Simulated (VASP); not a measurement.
Computed with AM05 GGA, VASP's PBE PAW potentials (set 64) (plane waves; VASP).

VASP input:

### INCAR
```
# general
SYSTEM   =  TiO2
PREC     =  Accurate
ENCUT    =  520   # plane-wave cut-off (eV)
LREAL    =  .FALSE.   # projection in real space or not
LASPH    =  .TRUE.   # aspherical one-centre terms

# electronic loop
EDIFF    =  1E-6   # SCF stop (eV)
NELM     =  100   # most electronic steps
ALGO     =  Normal
LMAXMIX  =  4

# smearing
ISMEAR   =  0   # Gaussian
SIGMA    =  0.05   # width (eV)

# functional
GGA      =  AM   # AM05

# ions
IBRION   =  2   # conjugate gradients
NSW      =  60
ISIF     =  3   # ions, shape and volume
EDIFFG   =  -0.02

# output
LWAVE    =  .FALSE.
LCHARG   =  .FALSE.
```

### KPOINTS
```
Automatic
0
gamma
 5 5 7
0 0 0
```

POSCAR:
```
TiO2
1.0
  4.5934195028   0.0000000000   0.0000000000
  0.0000000000   4.5934195028   0.0000000000
  0.0000000000   0.0000000000   2.9436281186
Ti O
2 4
Cartesian
  0.0000000000   0.0000000000   0.0000000000
  2.2967097514   2.2967097514   1.4718140593
  1.4001353422   1.4001353422   0.0000000000
  3.6968450936   0.8965744092   1.4718140593
  0.8965744092   3.6968450936   1.4718140593
  3.1932841606   3.1932841606   0.0000000000
```

POTCAR, in this order: Ti_sv O (PBE.64 set). Program: vasp_std.

Question: What will the output report for the number of irreducible k-points (NKPTS), largest plane-wave count, number of space-group operations, FFT grid (NGX, NGY, NGZ)?

Answer: 
- number of irreducible k-points (NKPTS): 24
- largest plane-wave count: 1686
- number of space-group operations: 16
- FFT grid (NGX, NGY, NGZ): 36 × 36 × 24

The compound is TiO2 in the rutile structure. This run relaxes it. Symmetry was kept, so distortions that lower it aren't found. The start is the result of an earlier pass.
